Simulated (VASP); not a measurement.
OSZICAR of a VASP run on MgS (rock salt):

OSZICAR:
```
       N       E                     dE             d eps       ncg     rms          rms(c)
DAV:   1     0.234803587075E+02    0.23480E+02   -0.36505E+03   480   0.808E+02
DAV:   2    -0.740100143752E+01   -0.30881E+02   -0.29533E+02   672   0.107E+02
DAV:   3    -0.837831040190E+01   -0.97731E+00   -0.97731E+00   584   0.263E+01
DAV:   4    -0.838188519214E+01   -0.35748E-02   -0.35748E-02   744   0.175E+00
DAV:   5    -0.838188853703E+01   -0.33449E-05   -0.33449E-05   616   0.432E-02    0.493E+00
DAV:   6    -0.801191261473E+01    0.36998E+00   -0.94994E-01   512   0.485E+00    0.393E+00
DAV:   7    -0.797329392728E+01    0.38619E-01   -0.26023E-01   616   0.279E+00    0.255E+00
DAV:   8    -0.797572631271E+01   -0.24324E-02   -0.19827E-02   536   0.123E+00    0.981E-01
DAV:   9    -0.797552668598E+01    0.19963E-03   -0.61152E-04   592   0.205E-01    0.326E-01
DAV:  10    -0.797563080880E+01   -0.10412E-03   -0.30655E-04   624   0.127E-01    0.792E-02
DAV:  11    -0.797562026866E+01    0.10540E-04   -0.50294E-05   592   0.358E-02    0.177E-02
DAV:  12    -0.797562051997E+01   -0.25130E-06   -0.22637E-06   528   0.117E-02
   1 F= -.79756205E+01 E0= -.79756205E+01  d E =-.797562E+01
```

Problem. Which electronic solver shows in the log?

Solution. It is blocked Davidson (ALGO = Normal, or the opening steps of other solvers). The INCAR had ALGO = Normal.

Problem. Can the final energy be trusted as converged?

Solution. The run converged. It stopped with EDIFF = 1E-6, NELM = 100, NSW = 60 and EDIFFG = -0.01 after 1 ionic step (RPBE GGA, plane waves, VASP's PBE PAW potentials (set 64)).

The compound is MgS in the rock salt structure. It was relaxed first. The start is the result of an earlier pass.
